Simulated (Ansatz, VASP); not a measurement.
# H3C5I2N: VASP beside Ansatz

Wanted: the spread between two codes on one cell, functional and k mesh. The cell is taken from a series of runs on this material, whose earlier steps may have relaxed, scaled, displaced or heated it; both programs get it as it stands.

Program: Ansatz 0.2.0. Level of theory: plane waves, with VASP 6.6.1 beside it; single point at PBE and single point at LDA. Results are calculated unless marked as measured.

### Step 1. Starting point

It takes space group Fmm2 (No. 42, orthorhombic). The conventional cell has a = 6.804 Å, b = 17.011 Å, c = 6.196 Å, α = 90.00°, β = 90.00°, γ = 90.00°. Nearest to I lie 1 C at 2.11 Å. Nearest to N lie 2 C at 1.32 Å. C has 1 H at 0.93 Å and 2 C at 1.38 Å nearest. Nearest to C lie 1 H at 0.93 Å and 2 C at 1.38 to 1.39 Å. Nearest to C lie 1 N at 1.32 Å and 1 C at 1.39 Å and 1 H at 2.04 Å and 1 I at 2.11 Å. H has 1 C at 0.93 Å nearest. Farther neighbours and most contacts between anions are not listed.

### Step 2. VASP: single point, PBE

A single point gives forces, pressure and levels at one fixed geometry, so differences don't come from the geometry; what else differs is listed under the comparison.

Lines of VASP's logs that name or quote its potential files are left out, and so is its time.

INCAR

```
SYSTEM = H3C5I2N
PREC = Accurate
ENCUT = 520
EDIFF = 1E-06
NELM = 120
ISMEAR = 0
SIGMA = 0.01
LREAL = .FALSE.
ALGO = Normal
GGA = PE
NBANDS = 32
LORBIT = 11
LWAVE = .FALSE.
LCHARG = .FALSE.
ISIF = 2
LASPH = .TRUE.
GGA_COMPAT = .FALSE.
EFERMI = MIDGAP
KPAR = 2
```

POSCAR

```
H3C5I2N
1.0
    0.0000000000      8.5055000000      3.0979500000
    3.4019500000      0.0000000000      3.0979500000
    3.4019500000      8.5055000000      0.0000000000
I N C H
2 1 5 3
Direct
    0.3156920000      0.9739080000      0.0260920000
    0.9739080000      0.3156920000      0.6843080000
    0.2135000000      0.2135000000      0.7865000000
    0.6580000000      0.6580000000      0.3420000000
    0.6207000000      0.4787000000      0.5213000000
    0.4787000000      0.6207000000      0.3793000000
    0.3920000000      0.2604000000      0.7396000000
    0.2604000000      0.3920000000      0.6080000000
    0.8086000000      0.8086000000      0.1914000000
    0.7405000000      0.5025000000      0.4975000000
    0.5025000000      0.7405000000      0.2595000000
```

KPOINTS

```
Automatic mesh
0
Gamma
5 5 5
0 0 0
```

PAW data sets: I, N, C and H (PBE family, release 64).

Started as:

```bash
mpirun -np 2 vasp_std
```

Numbers of over 12 decimals in the logs are rounded to 6 here.

Output:

```text
[banner, memory and clock lines left out]
running    2 mpi-ranks, on    1 nodes
 distrk:  each k-point on    1 cores,    2 groups
 distr:  one band on    1 cores,    1 groups

 POSCAR found type information on POSCAR I N C H
 POSCAR found :  4 types and      11 ions
 LDA part: xc-table for (Slater+PW92), standard interpolation
 POSCAR, INCAR and KPOINTS ok, starting setup
 FFT: planning ... GRIDC
 FFT: planning ... GRID_SOFT
 FFT: planning ... GRID
 WAVECAR not read
 entering main loop
       N       E                     dE             d eps       ncg     rms          rms(c)
DAV:   1     0.222799398754E+03    0.22280E+03   -0.18425E+04  1728   0.112E+03
DAV:   2    -0.485526517484E+02   -0.27135E+03   -0.26355E+03  2288   0.232E+02
DAV:   3    -0.721006678661E+02   -0.23548E+02   -0.23381E+02  2136   0.720E+01
DAV:   4    -0.725567621499E+02   -0.45609E+00   -0.45567E+00  2264   0.120E+01
DAV:   5    -0.725671002969E+02   -0.10338E-01   -0.10337E-01  2240   0.169E+00    0.188E+01
DAV:   6    -0.649951455198E+02    0.75720E+01   -0.24165E+01  2048   0.215E+01    0.958E+00
DAV:   7    -0.644146133595E+02    0.58053E+00   -0.52864E+00  2208   0.112E+01    0.499E+00
DAV:   8    -0.643017677165E+02    0.11285E+00   -0.45231E-01  2136   0.339E+00    0.222E+00
DAV:   9    -0.642943626040E+02    0.74051E-02   -0.71275E-02  2152   0.139E+00    0.493E-01
DAV:  10    -0.642960254522E+02   -0.16628E-02   -0.53078E-03  2096   0.393E-01    0.202E-01
DAV:  11    -0.642963954171E+02   -0.36996E-03   -0.10549E-03  2248   0.186E-01    0.751E-02
DAV:  12    -0.642966064510E+02   -0.21103E-03   -0.26527E-04  2192   0.101E-01    0.232E-02
DAV:  13    -0.642966315737E+02   -0.25123E-04   -0.27987E-05  2280   0.296E-02    0.140E-02
DAV:  14    -0.642966432240E+02   -0.11650E-04   -0.15856E-05  2120   0.228E-02    0.487E-03
DAV:  15    -0.642966444978E+02   -0.12738E-05   -0.24692E-06  1920   0.102E-02    0.318E-03
DAV:  16    -0.642966445639E+02   -0.66088E-07   -0.40121E-07  1416   0.364E-03
   1 F= -.64296645E+02 E0= -.64296645E+02  d E =0.000000E+00
```

From OUTCAR (step 2):

```text
ion  position               nearest neighbor table
   1  0.316  0.974  0.026-   7 2.11
   2  0.974  0.316  0.684-   8 2.11
   3  0.214  0.214  0.786-   7 1.32   8 1.32
   4  0.658  0.658  0.342-   9 0.93   6 1.38   5 1.38
   5  0.621  0.479  0.521-  10 0.93   4 1.38   7 1.39
   6  0.479  0.621  0.379-  11 0.93   4 1.38   8 1.39
   7  0.392  0.260  0.740-   3 1.32   5 1.39   1 2.11
   8  0.260  0.392  0.608-   3 1.32   6 1.39   2 2.11
   9  0.809  0.809  0.191-   4 0.93
  10  0.740  0.502  0.498-   5 0.93
  11  0.502  0.740  0.260-   6 0.93

  LATTYP: Found a face centered orthorhombic cell.
 ALAT       =     6.1959000000
 B/A-ratio  =     1.0981294082
 C/A-ratio  =     2.7455252667

 Subroutine GETGRP returns: Found  4 space group operations
 (whereof  4 operations were pure point group operations)

The static configuration has the point symmetry C_2v.

 Found     27 irreducible k-points:

   k-points           NKPTS =     27   k-points in BZ     NKDIM =     27   number of bands    NBANDS=     32

   dimension x,y,z NGX =    70 NGY =   36 NGZ =   70
   dimension x,y,z NGXF=   140 NGYF=   72 NGZF=  140

   ENCUT  =  520.0 eV  38.22 Ry    6.18 a.u.  16.83  8.56 17.03*2*pi/ulx,y,z

   NELECT =      42.0000    total number of electrons

 k-points in reciprocal lattice and weights: Automatic mesh
   0.00000000  0.00000000  0.00000000       0.008
   0.20000000  0.00000000  0.00000000       0.064
   0.40000000  0.00000000  0.00000000       0.064
   0.20000000  0.20000000  0.00000000       0.016
   0.40000000  0.20000000  0.00000000       0.064
  -0.40000000  0.20000000  0.00000000       0.064
  -0.20000000  0.20000000 -0.00000000       0.032
   0.40000000  0.40000000  0.00000000       0.016
  -0.40000000  0.40000000  0.00000000       0.032
[...]
0.00000000  0.40000000  0.40000000       0.016
  -0.20000000  0.40000000  0.40000000       0.032

 average (electrostatic) potential at core
       1 -94.1393       2 -94.1393       3 -67.5222       4 -52.6895       5 -52.6789
       6 -52.6789       7 -54.2591       8 -54.2591       9 -37.6942      10 -38.0161
      11 -38.0161

 E-fermi :   2.5923

 k-point     1 :       0.0000    0.0000    0.0000
  band No.  band energies     occupation
    ...
     17      -0.3345      2.00000
     18       0.1147      2.00000
     19       0.2301      2.00000
     20       0.2674      2.00000
     21       0.6457      2.00000
     22       4.2334      0.00000
     23       4.3955      0.00000
     24       4.7801      0.00000
     25       4.9744      0.00000
     26       6.6541      0.00000
    ...

 k-point     2 :       0.2000    0.0000    0.0000
  band No.  band energies     occupation
    ...
     17      -0.2690      2.00000
     18       0.0838      2.00000
     19       0.1821      2.00000
     20       0.3237      2.00000
     21       0.5507      2.00000
     22       4.3033      0.00000
     23       4.4234      0.00000
     24       4.7515      0.00000
     25       5.1383      0.00000
     26       7.1368      0.00000
    ...

 k-point     3 :       0.4000    0.0000    0.0000
  band No.  band energies     occupation
    ...
     17      -0.4196      2.00000
     18      -0.0291      2.00000
     19       0.1899      2.00000
     20       0.3879      2.00000
     21       0.5864      2.00000
     22       4.3762      0.00000
     23       4.5574      0.00000
     24       4.8724      0.00000
     25       5.2550      0.00000
     26       7.6246      0.00000
    ...

  Total        1.3033661     16.5027267     14.8810709      0.0000000      0.0000000      0.0000000
  in kB       11.6478250    147.4803345    132.9880424      0.0000000      0.0000000      0.0000000
  external PRESSURE =      97.3720673 kB  Pullay stress =       0.0000000 kB

  energy-cutoff  :      520.00
  volume of cell :      179.28
      direct lattice vectors                 reciprocal lattice vectors
     0.000000000  8.505500000  3.097950000    -0.146974529  0.058785492  0.161397053
     3.401950000  0.000000000  3.097950000     0.146974529 -0.058785492  0.161397053
     3.401950000  8.505500000  0.000000000     0.146974529  0.058785492 -0.161397053

 POSITION                                       TOTAL-FORCE (eV/Angst)
 -----------------------------------------------------------------------------------
      3.40195      2.90704      3.99512         0.000000      0.227311     -0.141825
      3.40195     14.10396      3.99512         0.000000     -0.227311     -0.141825
      3.40195      8.50550      1.32282         0.000000      0.000000     -0.114470
      3.40195      8.50550      4.07690         0.000000      0.000000     -7.125560
      3.40195      9.71328      3.40589         0.000000     -7.213152     -4.342274
      3.40195      7.29772      3.40589         0.000000      7.213152     -4.342274
      3.40195      9.62482      2.02110         0.000000      0.648005     -0.205423
      3.40195      7.38618      2.02110         0.000000     -0.648005     -0.205423
      3.40195      8.50550      5.01000         0.000000      0.000000      8.464878
      3.40195     10.52981      3.85075         0.000000      7.445530      4.077098
      3.40195      6.48119      3.85075         0.000000     -7.445530      4.077098
 -----------------------------------------------------------------------------------
    total drift:                               -0.000014      0.000004     -0.000473

  FREE ENERGIE OF THE ION-ELECTRON SYSTEM (eV)
  ---------------------------------------------------
  free  energy   TOTEN  =       -64.2966445639 eV

  energy  without entropy=      -64.2966445639  energy(sigma->0) =      -64.29664456

 total charge
# of ion       s       p       d       tot
------------------------------------------
    1        1.515   2.759   0.033   4.308
    2        1.515   2.759   0.033   4.308
    3        1.263   2.674   0.000   3.937
    4        0.911   1.877   0.000   2.788
    5        0.908   1.890   0.000   2.798
    6        0.908   1.890   0.000   2.798
    7        0.863   1.686   0.000   2.550
    8        0.863   1.686   0.000   2.550
    9        0.794   0.103   0.000   0.896
   10        0.796   0.102   0.000   0.898
   11        0.796   0.102   0.000   0.898
--------------------------------------------------
tot         11.134  17.530   0.066  28.730

[... 3 further parts left out ...]
```

The gap is read on the k-mesh alone, so it is an upper bound where the band edges lie off the mesh.

### Step 3. Ansatz: single point, PBE

Ansatz runs on its default PAW (the set named soft_2) files.

The same cell, functional and mesh now go to Ansatz, which takes its cutoff from its data sets.

input.yaml

```yaml
crystal:
  lattice:
    - [0.0, 8.5055, 3.09795]
    - [3.40195, 0.0, 3.09795]
    - [3.40195, 8.5055, 0.0]
  atoms:
    - { symbol: I, position: [0.315692, 0.973908, 0.026092] }
    - { symbol: I, position: [0.973908, 0.315692, 0.684308] }
    - { symbol: "N", position: [0.2135, 0.2135, 0.7865] }
    - { symbol: C, position: [0.658, 0.658, 0.342] }
    - { symbol: C, position: [0.6207, 0.4787, 0.5213] }
    - { symbol: C, position: [0.4787, 0.6207, 0.3793] }
    - { symbol: C, position: [0.392, 0.2604, 0.7396] }
    - { symbol: C, position: [0.2604, 0.392, 0.608] }
    - { symbol: H, position: [0.8086, 0.8086, 0.1914] }
    - { symbol: H, position: [0.7405, 0.5025, 0.4975] }
    - { symbol: H, position: [0.5025, 0.7405, 0.2595] }
kpoints:
  mp_grid: { grid: [5, 5, 5] }
scf:
  occupations: { method: fixed }
hamiltonian:
  xc: pbe
  pseudopotentials: { kind: paw }
output:
  optics:
    e_range: [0, 14]
    de: 0.05
    sigma: 0.15
    nscf_kmesh: { grid: [6, 6, 6] }
    bands: { spectra_wanted_up_to: 14 }
```

Started as:

```bash
ansatz run input.yaml --threads 4 --pin off --max-ram 8192MiB --backend cpu --events-out ev --progress --plain --runs-dir out
```

Output:

```text
Engine: ansatz 0.2.0, aarch64-unknown-linux-gnu
Pseudopotentials: kind: paw
Pseudopotential: I, paw, valence charge 17, recommended cutoff 420 eV (normal), I.paw.azcp
Pseudopotential: N, paw, valence charge 5, recommended cutoff 420 eV (normal), N.paw.azcp
Pseudopotential: C, paw, valence charge 4, recommended cutoff 420 eV (normal), C.paw.azcp
Pseudopotential: H, paw, valence charge 1, recommended cutoff 420 eV (normal), H.paw.azcp
Functional definition: PBE
  parameter kappa = 0.804
  parameter beta = 0.066725
  exchange = pbe_x(kappa = kappa, mu = beta*pi^2/3)
  correlation = pbe_c(beta = beta)
Crystal: 11 atoms, lattice volume = 179.280 Å³
Basis set: ecut = 420 eV, 3517 PW (Γ)
Bands: 42, of which v1, the nominal top of the filled ones, is band 31 counted from 1 (30 counted from 0)
Symmetry: 4 space group operations
Space group: Fmm2 (ITA 42), of the structure as read, at distance tolerance 5.6e-5 Å
k-points: 27 of 125 (time reversal used)
Non-local potential: I, projectors of the file, l = 0: 2, l = 1: 2, l = 2: 2, l = 3: 2
Non-local potential: N, projectors of the file, l = 0: 2, l = 1: 2, l = 2: 1
Non-local potential: C, projectors of the file, l = 0: 2, l = 1: 2, l = 2: 1
Non-local potential: H, projectors of the file, l = 0: 2, l = 1: 1
PAW form: soft (Blöchl's): semilocal exchange-correlation on the pseudo side does not see the compensation charge
PAW one-centre angular grid: I, 590 points (default); XC on 64 Gauss nodes
PAW one-centre angular grid: N, 110 points (default); XC on 64 Gauss nodes
PAW one-centre angular grid: C, 110 points (default); XC on 64 Gauss nodes
PAW one-centre angular grid: H, 110 points (default); XC on 64 Gauss nodes
Initial density: superposition of atomic densities (neutral atoms: chi_scale 0, normalization atom), corrected by the library's trained network
Initial wavefunctions: pseudopotential atomic-orbital guess
Functional: x = pbe(κ = 0.804, μ = 0.219515), c = pbe(β = 0.066725)
SCF iter   1: F=—  HF=-16708.742670 eV  |F-HF|=—  |Δ(HF+E_count)|=         —  Δρ=2.68e-3  dr2=7.02e-3  ethr=1.77e-3  ⟨swp⟩=5.6  Hψ=4185  notcnv=0  defer=225
preconditioner: auto → Resta (q_TF=auto, 2.286 Å⁻¹)  ε∞=3.0  [insulator: Δε(μ)=3.176 eV  Ē_g=12.516 eV  n_scr=34 (ndim 8)  ℏωp=17.5 eV  f_vac=0.107  ε∞_Penn≈3.0]
SCF iter   2: F=—  HF=-16708.742859 eV  |F-HF|=—  |Δ(HF+E_count)|=   1.89e-4  Δρ=1.40e-3  dr2=2.31e-3  ethr=1.13e-5  ⟨swp⟩=2.8  Hψ=2003  notcnv=0  defer=243
SCF iter   3: F=—  HF=-16708.743319 eV  |F-HF|=—  |Δ(HF+E_count)|=   4.60e-4  Δρ=6.38e-4  dr2=6.50e-4  ethr=3.73e-6  ⟨swp⟩=2.1  Hψ=1574  notcnv=0  defer=243
SCF iter   4: F=—  HF=-16708.743399 eV  |F-HF|=—  |Δ(HF+E_count)|=   7.96e-5  Δρ=1.46e-4  dr2=4.33e-5  ethr=1.05e-6  ⟨swp⟩=2.0  Hψ=1540  notcnv=0  defer=243
SCF iter   5: F=—  HF=-16708.743429 eV  |F-HF|=—  |Δ(HF+E_count)|=   3.05e-5  Δρ=4.77e-5  dr2=7.11e-6  ethr=6.99e-8  ⟨swp⟩=3.0  Hψ=2023  notcnv=0  defer=192
SCF iter   6: F=—  HF=-16708.743427 eV  |F-HF|=—  |Δ(HF+E_count)|=   2.28e-6  Δρ=2.04e-5  dr2=7.74e-7  ethr=1.15e-8  ⟨swp⟩=3.0  Hψ=1787  notcnv=0  defer=190
SCF iter   7: F=—  HF=-16708.743380 eV  |F-HF|=—  |Δ(HF+E_count)|=   4.64e-5  Δρ=6.66e-6  dr2=1.53e-7  ethr=1.25e-9  ⟨swp⟩=2.0  Hψ=1519  notcnv=0  defer=190
SCF iter   8: F=—  HF=-16708.743380 eV  |F-HF|=—  |Δ(HF+E_count)|=   6.12e-9  Δρ=2.71e-6  dr2=1.24e-8  ethr=2.46e-10  ⟨swp⟩=2.0  Hψ=1301  notcnv=0  defer=190
SCF iter   9: F=—  HF=-16708.743380 eV  |F-HF|=—  |Δ(HF+E_count)|=   6.60e-9  Δρ=5.52e-7  dr2=5.45e-10  ethr=2.01e-11  ⟨swp⟩=2.0  Hψ=1517  notcnv=0  defer=190
SCF iter  10: F=—  HF=-16708.743380 eV  |F-HF|=—  |Δ(HF+E_count)|=  6.44e-10  Δρ=2.11e-7  dr2=9.17e-11  ethr=1.00e-12  ⟨swp⟩=2.0  Hψ=1517  notcnv=0  defer=190
SCF iter  11: F=—  HF=-16708.743380 eV  |F-HF|=—  |Δ(HF+E_count)|=  8.73e-11  Δρ=7.69e-8  dr2=1.13e-11  ethr=1.00e-12  ⟨swp⟩=2.0  Hψ=1021  notcnv=0  defer=190
SCF iter  12: F=-16708.743380 eV  HF=-16708.743380 eV  |F-HF|=3.64e-12  |Δ(HF+E_count)|=  1.46e-11  Δρ=2.82e-8  dr2=1.18e-12  ethr=1.00e-12  ⟨swp⟩=15.4  Hψ=6451  notcnv=0
SCF 1 converged in 12 iterations: F = -16708.743380 eV  dr2 = 1.18e-12
  greatest PAW one-centre occupation: 0.999 electrons in one spin orbital (limit 2), on the I atom at site 0 (counted from 0), in its partial waves of l = 2
NSCF: frozen V_eff on 46 k-points
NSCF: frozen V_eff on 1 k-points
[...]
output.optics: what the bands over the 81 summed would add to eps1, eps2 and the energy-loss function is held between a lower and an upper bound (7 Lanczos steps). eps1, eps2 and their loss function (loss_summed_bands) are given on every row as the summed bands alone make them. Along an axis, on a row where the two bounds hold the loss function to about 1 % of the greater of itself and 0.5 % of |1/eps|, its cell (loss_completed) is given, with the completed eps1 and eps2 that it is formed of (a cell that is left empty reads nan in the table and null in the record). The two bounds hold it so along every axis on all 281 rows up to 14.000 eV. [rest of the remark cut]
SCF converged after 12 iterations
Free energy (F): -16708.743380 eV
Harris-Foulkes:  -16708.743380 eV  (|F-HF|=3.64e-12)
Internal energy: -16708.743380 eV  (E = F + TS)
E sigma→0 (E₀):  -16708.743380 eV
Fermi energy:    2.833402 eV
--- Per-component energies (eV) ---
  E_band       = -990.109396
  E_kinetic    = 1014.472767
  E_local      = -5894.938398  (includes V_loc(G=0)·N_el)
  E_nonlocal   = 11.725322
  E_hartree    = 2716.866962
  E_xc         = -583.277248
  E_vxc        = -665.074829  (∫ρ·V_xc dr)
  E_paw        = -10259.757561  (= ΣΔE_a)
  E_vpaw       = -890.023096  (= ΣTr[D̂ρ^β])
  E_aug_tail   = -0.005101  (compensation charges beyond the density's cutoff)
  E_ewald      = -3713.830125
  E_smearing   = -0.000000  (= −TS)
  E_closure    = 0.000000  (closes the sum)
  Σ components = -16708.743380   (vs F -16708.743380, Δ=0.00e0)
--- Band table (eV; the first three rows and the last of 27) ---
  k-point 0: bands = [... 27 lower, 1.9513, 2.0640, 2.1043, 2.4836, 6.0659, 6.2282, 6.6103, 6.8025, ... 7 higher]
  k-point 1: bands = [... 27 lower, 1.9178, 2.0179, 2.1582, 2.3876, 6.1356, 6.2559, 6.5808, 6.9677, ... 7 higher]
  k-point 2: bands = [... 27 lower, 1.7992, 2.0186, 2.2242, 2.4208, 6.2074, 6.3902, 6.7017, 7.0851, ... 7 higher]
  k-point 26: bands = [... 27 lower, 1.5975, 1.7957, 1.9945, 2.4178, 6.0434, 6.2930, 6.7086, 7.3321, ... 7 higher]
```

The column dr2 measures how far the density is from self-consistency, as an energy; F and HF (Harris–Foulkes) agree once it is small.

### Step 4. Comparison

Known differences besides the potentials themselves: fixed occupations in Ansatz, narrow Gaussian smearing in VASP; the data sets hold 62 valence electrons in Ansatz (on its default PAW (the set named soft_2) files) and 42 in VASP; the cutoff is 420 eV in Ansatz and 520 eV in VASP. Total energies have different zeros and are not compared.

Both answers:

| quantity | Ansatz | VASP | difference |
| --- | --- | --- | --- |
| gap on the k mesh (eV) | 3.185 | 3.186 | -0.001 |

A gap on the mesh is an upper bound, since the band edges may lie between its points.

(Part 1 of 2 ends here.)

[Lines on the potential files, build, host, timing and source positions are cut from VASP's logs without a mark.]

[Logs are printed without paths, hosts, clocks, repeated set-up lines and the standing remarks that a program may print on its own settings, such as how far it seeks lower states.]

[Hosts, paths, dates, database ids (printed as entryN), source tags and the programs' standing remarks are cut or masked in the printed files.]
